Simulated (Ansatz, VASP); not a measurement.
# Cross-check of BN between VASP and Ansatz, part 2 of 2

Aim: how closely do two programs agree when they are given the same cell, functional and k mesh? The cell is taken from a series of runs on this material, whose earlier steps may have relaxed, scaled, displaced or heated it; both programs get it as it stands.

VASP 6.6.1 and Ansatz 0.2.0.

So far: Set-up; VASP: dielectric response, r2SCAN.

## (3) Ansatz: dielectric response, r2SCAN

Level of this step: Ansatz beside VASP: Kohn-Sham DFT, plane waves, r2SCAN (Ansatz).

Ansatz runs on its default PAW (the set named soft_2) files.

The same cell, functional and mesh now go to Ansatz, which takes its cutoff from its data sets.

File input.yaml:

```yaml
crystal:
  lattice:
    - [2.536, 0.0, 0.0]
    - [-1.268, 2.196240424, 0.0]
    - [0.0, 0.0, 4.199]
  atoms:
    - { symbol: "N", position: [0.3333333333, 0.6666666667, 0.875] }
    - { symbol: "N", position: [0.6666666667, 0.3333333333, 0.375] }
    - { symbol: B, position: [0.3333333333, 0.6666666667, 0.5] }
    - { symbol: B, position: [0.6666666667, 0.3333333333, 0.0] }
kpoints:
  mp_grid: { grid: [10, 10, 5] }
scf:
  occupations: { method: fixed }
hamiltonian:
  xc: r2scan
  pseudopotentials: { kind: paw }
dielectric: {}
```

Run with:

```sh
ansatz run input.yaml --threads 4 --pin off --max-ram 8192MiB --backend cpu --events-out ev --progress --plain --runs-dir out
```

Numbers of over 12 decimals in the logs are rounded to 6 here.

Output:

```text
Engine: ansatz 0.2.0, x86_64-unknown-linux-gnu
Pseudopotentials: kind: paw
Pseudopotential: N, paw, valence charge 5, recommended cutoff 500 eV (meta_gga), N.paw.azcp
Pseudopotential: B, paw, valence charge 3, recommended cutoff 500 eV (meta_gga), B.paw.azcp
Functional definition: r2SCAN
  parameter k0 = 0.174
  parameter k1 = 0.065
  parameter a1 = 4.9479
  exchange = r2scan_x(k0 = k0, k1 = k1, a1 = a1)
  correlation = r2scan_c
Crystal: 4 atoms, lattice volume = 23.387 Å³
Basis set: ecut = 500 eV, 591 PW (Γ), exchange–correlation on 80×80×128 points (64 copies of the dense FFT grid, shifted against one another)
Bands: 12, of which v1, the nominal top of the filled ones, is band 8 counted from 1 (7 counted from 0)
Symmetry: 12 space group operations
k-points: 141 of 500 (irreducible under 2 space group operations, time reversal used)
Non-local potential: N, projectors of the file, l = 0: 2, l = 1: 2, l = 2: 1
Non-local potential: B, projectors of the file, l = 0: 2, l = 1: 2, l = 2: 1
PAW form: soft (Blöchl's): semilocal exchange-correlation on the pseudo side does not see the compensation charge
PAW frozen core: N, regenerated for the run's functional (the file was generated under x = pbe(κ = 0.804, μ = 0.219515), c = pbe(β = 0.066725))
PAW frozen core: B, regenerated for the run's functional (the file was generated under x = pbe(κ = 0.804, μ = 0.219515), c = pbe(β = 0.066725))
PAW one-centre angular grid: N, 302 points (default); XC on 160 Gauss nodes
PAW one-centre angular grid: B, 302 points (default); XC on 160 Gauss nodes
Initial density: superposition of atomic densities (neutral atoms: chi_scale 0, normalization atom), corrected by the library's trained network
Initial wavefunctions: pseudopotential atomic-orbital guess
Functional: x = r2scan, c = r2scan; τ floored in thin density (d = 2e-4 eV/Å³)
SCF iter   1: F=—  HF=-1087.742658 eV  |F-HF|=—  |Δ(HF+E_count)|=         —  Δρ=1.03e-2  dr2=1.61e-2  dr2_τ=6.63e-1  ethr=1.77e-3  ⟨swp⟩=5.7  Hψ=9414  notcnv=0  defer=272
preconditioner: auto → none  [insulator: Δε(μ)=5.950 eV  Ē_g=18.912 eV  n_scr=2 (ndim 8)  ℏωp=30.7 eV  f_vac=0.000  ε∞_Penn≈3.6]
SCF iter   2: F=—  HF=-1087.933586 eV  |F-HF|=—  |Δ(HF+E_count)|=   1.91e-1  Δρ=6.46e-3  dr2=3.95e-3  dr2_τ=2.34e-4  ethr=1.00e-4  ⟨swp⟩=2.9  Hψ=4459  notcnv=0  defer=280
SCF iter   3: F=—  HF=-1087.933965 eV  |F-HF|=—  |Δ(HF+E_count)|=   3.80e-4  Δρ=4.07e-4  dr2=2.14e-5  dr2_τ=3.47e-5  ethr=2.47e-5  ⟨swp⟩=2.9  Hψ=3060  notcnv=0  defer=282
SCF iter   4: F=—  HF=-1087.933987 eV  |F-HF|=—  |Δ(HF+E_count)|=   2.22e-5  Δρ=1.02e-4  dr2=9.11e-7  dr2_τ=8.80e-8  ethr=1.34e-7  ⟨swp⟩=2.0  Hψ=2701  notcnv=0  defer=154
SCF iter   5: F=—  HF=-1087.933988 eV  |F-HF|=—  |Δ(HF+E_count)|=   5.12e-7  Δρ=1.70e-5  dr2=2.27e-8  dr2_τ=3.28e-9  ethr=5.70e-9  ⟨swp⟩=2.0  Hψ=2820  notcnv=0  defer=1
SCF iter   6: F=—  HF=-1087.933988 eV  |F-HF|=—  |Δ(HF+E_count)|=   1.65e-8  Δρ=2.43e-6  dr2=4.72e-10  dr2_τ=6.15e-11  ethr=1.42e-10  ⟨swp⟩=2.6  Hψ=2938  notcnv=0  defer=1
SCF iter   7: F=-1087.933988 eV  HF=-1087.933988 eV  |F-HF|=3.18e-12  |Δ(HF+E_count)|=  2.75e-10  Δρ=2.02e-7  dr2=6.07e-12  dr2_τ=7.07e-13  ethr=1.00e-12  ⟨swp⟩=4.9  Hψ=6064  notcnv=0
SCF 1 converged in 7 iterations: F = -1087.933988 eV  dr2 = 6.07e-12
  greatest PAW one-centre occupation: 0.798 electrons in one spin orbital (limit 2), on the N atom at site 1 (counted from 0), in its partial waves of l = 0
NSCF: frozen V_eff on 5 k-points
DFPT response loops at Γ: preconditioner auto → none (the input reference at scf.mixing.eps_inf says where Resta's filter doesn't serve); β = 0.50; Broyden in place of MSR1
── the response to a field inside a basis, on 10×10×6 k-points: an SCF that follows is theirs, and a resumed run solves both again ──
Bands: 9, of which v1, the nominal top of the filled ones, is band 8 counted from 1 (7 counted from 0)
k-points: 90 of 600 (irreducible under 4 space group operations, time reversal used)
Initial density: handed on by an earlier stage of this run
Initial wavefunctions: pseudopotential atomic-orbital guess (no wavefunctions were taken with the density)
Eigensolver: Dense (90 Hₖ)
SCF iter   1: F=—  HF=-1087.930723 eV  |F-HF|=—  |Δ(HF+E_count)|=         —  Δρ=1.58e-4  dr2=7.93e-7  dr2_τ=1.51e-6  ethr=1.00e-1
preconditioner: auto → none  [insulator: Δε(μ)=6.123 eV  Ē_g=16.685 eV  n_scr=2 (ndim 8)  ℏωp=30.7 eV  f_vac=0.000  ε∞_Penn≈4.4]
SCF iter   2: F=—  HF=-1087.930727 eV  |F-HF|=—  |Δ(HF+E_count)|=   3.62e-6  Δρ=8.09e-5  dr2=2.12e-7  dr2_τ=1.72e-7  ethr=4.96e-9
SCF iter   3: F=-1087.930728 eV  HF=-1087.930728 eV  |F-HF|=7.76e-9  |Δ(HF+E_count)|=   8.77e-7  Δρ=8.39e-6  dr2=1.24e-8  dr2_τ=2.02e-9  ethr=1.33e-9
SCF 1 converged in 3 iterations: F = -1087.930728 eV  dr2 = 1.24e-8
  greatest PAW one-centre occupation: 0.798 electrons in one spin orbital (limit 2), on the N atom at site 0 (counted from 0), in its partial waves of l = 0
DFPT response loops at Γ: mixed as the last ones told, above
SCF converged after 7 iterations
Free energy (F): -1087.933988 eV
Harris-Foulkes:  -1087.933988 eV  (|F-HF|=3.18e-12)
Internal energy: -1087.933988 eV  (E = F + TS)
E sigma→0 (E₀):  -1087.933988 eV
Fermi energy:    11.327153 eV
--- Per-component energies (eV) ---
  E_band       = 45.691771
  E_kinetic    = 373.223997
  E_local      = -350.399513  (includes V_loc(G=0)·N_el)
  E_nonlocal   = 111.934187
  E_hartree    = 99.669359
  E_xc         = -184.960238
  E_vxc        = -256.006278  (∫ρ·V_xc dr)
  E_paw        = -419.049435  (= ΣΔE_a)
  E_vpaw       = -46.413065  (= ΣTr[D̂ρ^β])
  E_aug_tail   = 0.000040  (compensation charges beyond the density's cutoff)
  E_vtau       = 14.013708  (kinetic-family band-sum trace: ∫τ·v_τ [+ j·A + Jᵃ·Aᵃ] dr)
  E_ewald      = -718.256371
  E_core_change = -0.096013  (= ΣΔE_core)
  E_smearing   = -0.000000  (= −TS)
  E_closure    = 0.000000  (closes the sum)
  Σ components = -1087.933988   (vs F -1087.933988, Δ=0.00e0)
--- Band table (eV; the first three rows and the last of 141) ---
  k-point 0: bands = [... 4 lower, 9.1144, 11.0772, 11.3272, 11.3272, 20.5020, 20.5020, 20.6718, 21.6687]
  k-point 1: bands = [... 4 lower, 9.2905, 9.7546, 11.0689, 11.0689, 20.7941, 20.7941, 21.2254, 21.6719]
  k-point 2: bands = [... 4 lower, 9.7795, 9.7795, 10.4518, 10.4518, 21.5882, 21.5882, 21.6450, 21.6825]
  k-point 140: bands = [... 4 lower, 4.5159, 5.2204, 6.7857, 8.0527, 19.1558, 21.9050, 23.0618, 24.9976]
--- Dielectric response (ions clamped): 3 representative field directions + reference, inside a basis on a mesh of 600 k-points (Σ response iterations 15) ---
  ε∞ (high-frequency dielectric tensor):
        4.398647     0.000000    -0.000000
        0.000000     4.398647     0.000000
       -0.000000     0.000000     4.564306
  Born effective charges Z* (e; rows j = field, columns β = displacement):
    site 0:
        -1.91727    0.00000   -0.00000
        -0.00000   -1.91727    0.00000
         0.00000   -0.00000   -2.01890
    site 1:
        -1.91727   -0.00000   -0.00000
        -0.00000   -1.91727   -0.00000
         0.00000   -0.00000   -2.01890
    site 2:
         1.91727   -0.00000    0.00000
        -0.00000    1.91727    0.00000
        -0.00000    0.00000    2.01890
    site 3:
         1.91727   -0.00000    0.00000
         0.00000    1.91727   -0.00000
        -0.00000   -0.00000    2.01890
  Z* charge neutrality: 3.926e-4 e pre-enforcement
  solved inside a basis spanned on kpoints, on 10×10×6 k-points, its susceptibility summed on 14×14×8: ε∞ is read to err by 1.2e-2, Z* by 6.9e-3 e (field_mesh: kpoints solves on kpoints); Z* is corrected for what the basis lacks
```

The column dr2 measures how far the density is from self-consistency, as an energy; F and HF (Harris–Foulkes) agree once it is small.

## (4) Differences

Known differences besides the potentials themselves: VASP keeps PBE cores, Ansatz makes them for the functional; fixed occupations in Ansatz, narrow Gaussian smearing in VASP; VASP's response is taken on the typed mesh, Ansatz refines its own for the field response alone; the cutoff is 500 eV in Ansatz and 580 eV in VASP; VASP takes ε∞ from a finite field, Ansatz from linear response. Total energies have different zeros and are not compared.

Both answers:

```
quantity  Ansatz  VASP  difference
   ε∞ xx    4.40  4.43     -0.81 %
   ε∞ yy    4.40  4.43     -0.81 %
   ε∞ zz    4.56  4.60     -0.87 %
```

## (5) Results

```yaml
difference_in_eps_infinity_zz_dielectric_response_r2scan: -0.87 %
```

The difference in ε∞ zz is -0.87 % (dielectric response, r2SCAN), within the 5 % picked in this series as the mark of a large difference. How closely two codes agree says nothing of how well the functional describes the real material.

[Lines on the potential files, build, host, timing and source positions are cut from VASP's logs without a mark.]

[Logs are printed without paths, hosts, clocks, repeated set-up lines and the standing remarks that a program may print on its own settings, such as how far it seeks lower states.]

[Hosts, paths, dates, database ids (printed as entryN), source tags and the programs' standing remarks are cut or masked in the printed files.]
